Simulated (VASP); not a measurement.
Wanted: the native input for a VASP 6.6.1 run.

```yaml
Task: band structure
Functional: rev-vdW-DF2
Potentials_or_basis: VASP PAW PBE potentials, release 64 (Hf_pv, In_d, Si, O)
Cutoff: 520 eV
k_mesh: 6 × 6 × 4
Occupations: fermi-dirac, width 0.05 eV
Spin: no spin polarisation
Further_INCAR_settings: ALGO = Normal; EDIFF = 1e-06; NBANDS = 63
```

Crystal: HfIn4SiO6.

```
Hf In Si O
1.0
     2.70583   -4.68164    0.00807
     2.70583    4.68164    0.00807
    -1.87241    0.00000    7.23558
Hf In Si O
1 4 1 6
Direct
  0.78827 0.21173 0.00000
  0.62177 0.37823 0.50000
  0.45497 0.54503 0.00000
  0.28406 0.71594 0.50000
  0.95814 0.04186 0.50000
  0.12164 0.87836 0.00000
  0.06039 0.11313 0.86419
  0.88687 0.93961 0.13581
  0.79429 0.53620 0.86407
  0.46380 0.20571 0.13593
  0.15359 0.62897 0.13587
  0.37103 0.84641 0.86413
```

The cell was built by a generator and needn't be a form met in nature.

One way to write it, as run:

POSCAR

```
HfIn4SiO6                               
1.0
    2.7058284785     -4.6816434065      0.0080666443
    2.7058284785      4.6816434065      0.0080666443
   -1.8724143222      0.0000000000      7.2355824017
  Hf              In              Si              O             
     1     4     1     6
Direct
     0.7882736070410419    0.2117263929589581    0.0000000000000000
     0.6217665724482784    0.3782334275517217    0.5000000000000000
     0.4549705499693354    0.5450294500306647    0.0000000000000000
     0.2840647168152520    0.7159352831847480    0.5000000000000000
     0.9581410056360441    0.0418589943639559    0.5000000000000000
     0.1216430709747259    0.8783569290252741    0.0000000000000000
     0.0603900770737442    0.1131259766981982    0.8641933483291236
     0.8868740233018019    0.9396099229262558    0.1358066516708764
     0.7942901659976249    0.5361958041625697    0.8640667774004022
     0.4638041958374301    0.2057098340023751    0.1359332225995980
     0.1535900917599236    0.6289680768552143    0.1358678178699974
     0.3710319231447858    0.8464099082400766    0.8641321821300025
```

INCAR.step1

```
AGGAC = 0.0 ; ALGO = Normal
EDIFF = 1E-6 ; ENCUT = 520
GGA = MK ; ISIF = 2
ISMEAR = -1 ; KPAR = 4
LASPH = True ; LCHARG = True
LMAXMIX = 4 ; LREAL = False
LUSE_VDW = True ; LWAVE = False
NBANDS = 63 ; NELM = 100
PARAM1 = 0.1234 ; PARAM2 = 0.711357
PREC = Accurate ; SIGMA = 0.05
ZAB_VDW = -1.8867
```

KPOINTS.step1

```
k-points
0
Gamma
  6 6 4
```

INCAR.step2

```
AGGAC = 0.0 ; ALGO = Normal
EDIFF = 1E-6 ; ENCUT = 520
GGA = MK ; ICHARG = 11
ISIF = 2 ; ISMEAR = 0
KPAR = 4 ; LASPH = True
LCHARG = False ; LMAXMIX = 4
LREAL = False ; LUSE_VDW = True
LWAVE = False ; NBANDS = 63
NELM = 100 ; PARAM1 = 0.1234
PARAM2 = 0.711357 ; PREC = Accurate
SIGMA = 0.05 ; ZAB_VDW = -1.8867
```

KPOINTS.step2

```
path GYFHZIF1,H1Y1XGN,MG
20
line-mode
reciprocal
 0.0000000000  0.0000000000  0.0000000000  G
-0.3333490070 -0.3333490070  0.0569735895  Y

-0.3333490070 -0.3333490070  0.0569735895  Y
-0.3635935574 -0.3635935574  0.4067587612  F

-0.3635935574 -0.3635935574  0.4067587612  F
-0.3031044566 -0.3031044566  0.7071884177  H

-0.3031044566 -0.3031044566  0.7071884177  H
 0.0000000000  0.0000000000  0.5000000000  Z

 0.0000000000  0.0000000000  0.5000000000  Z
-0.5000000000  0.5000000000  0.5000000000  I

-0.5000000000  0.5000000000  0.5000000000  I
-0.6364064426  0.3635935574  0.5932412388  F1

-0.6968955434  0.3031044566  0.2928115823  H1
-0.6666509930  0.3333490070 -0.0569735895  Y1

-0.6666509930  0.3333490070 -0.0569735895  Y1
-0.5000000000  0.5000000000  0.0000000000  X

-0.5000000000  0.5000000000  0.0000000000  X
 0.0000000000  0.0000000000  0.0000000000  G

 0.0000000000  0.0000000000  0.0000000000  G
-0.5000000000  0.0000000000  0.0000000000  N

-0.5000000000  0.0000000000  0.5000000000  M
 0.0000000000  0.0000000000  0.0000000000  G
```

Potentials or basis: VASP PAW PBE potentials, release 64 (Hf_pv, In_d, Si, O).

The run is started by

```sh
$ cat potpaw_PBE.64/Hf_pv/POTCAR potpaw_PBE.64/In_d/POTCAR potpaw_PBE.64/Si/POTCAR potpaw_PBE.64/O/POTCAR > POTCAR
$ cp INCAR.step1 INCAR
$ cp KPOINTS.step1 KPOINTS
$ mpirun -np 4 vasp_std > vasp.out
$ cp INCAR.step2 INCAR
$ cp KPOINTS.step2 KPOINTS
$ mpirun -np 4 vasp_std > vasp.out
```

Results of the run:

```yaml
Band_gap_along_the_path: none (metal or under the smearing width)
```

Caveat: the log is that of the step along the path at fixed density, whose energy, stress, charges and moments have no meaning; spin-orbit coupling is left out, which moves the levels of the heavy elements.

Run time: 10 min on 4 MPI ranks on Intel(R) Xeon(R) 6975P-C (Granite Rapids), with other jobs on the host, peak memory 2.2 GiB a rank.
